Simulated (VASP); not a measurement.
Here is the system:

```
CELL_PARAMETERS angstrom
      4.68900     0.00000     0.00000
      0.00000     4.68900     0.00000
      0.00000     0.00000     4.68900
ATOMIC_POSITIONS crystal
  Ge 0.84200 0.84200 0.84200
  Ge 0.65800 0.15800 0.34200
  Ge 0.34200 0.65800 0.15800
  Ge 0.15800 0.34200 0.65800
  Fe 0.13500 0.13500 0.13500
  Fe 0.36500 0.86500 0.63500
  Fe 0.63500 0.36500 0.86500
  Fe 0.86500 0.63500 0.36500
```
Starting moments (μB, in the order of the record's atoms Ge Ge Ge Ge Fe Fe Fe Fe): 0.0 0.0 0.0 0.0 4.0 4.0 4.0 4.0.

The numbers are results of PBE GGA, VASP's PBE PAW potentials (set 64) (plane waves; VASP), not measurements. Settings: 300 eV cut-off, 3×3×3 Γ-centred mesh, Fermi-Dirac smearing of 0.10 eV, potentials Ge_d Fe.

At this cut-off the stress carries a Pulay error, which pulls relaxed volumes low.

Task: Estimate the cell moment, energy per atom (σ→0), pressure, largest force, band gap (on the k-mesh) with the smallest direct gap where there is one.

Result: 
| Quantity | Result |
|---|---|
| band gap (on the k-mesh) | none (metal, semimetal or under 0.01 eV) |
| cell moment | 4.33 μB |
| energy per atom (σ→0) | -6.485 eV/atom |
| pressure | -3.48 GPa |
| largest force | 0.056 eV/Å |

Task: Give the moment on each site (PAW-sphere projection).

Result: 
```tsv
site	moment (μB)
Ge1	-0.09
Ge2	-0.09
Ge3	-0.09
Ge4	-0.09
Fe5	1.21
Fe6	1.21
Fe7	1.21
Fe8	1.21
```

Only differences to runs with the same potentials and settings are physical.

The structure comes from a measured FeGe entry of the Crystallography Open Database, whose conditions weren't checked. The cell was not relaxed at this level. The k-mesh is coarse (spacing up to 0.45 per Å, 2π included), so the numbers may not be converged in it.
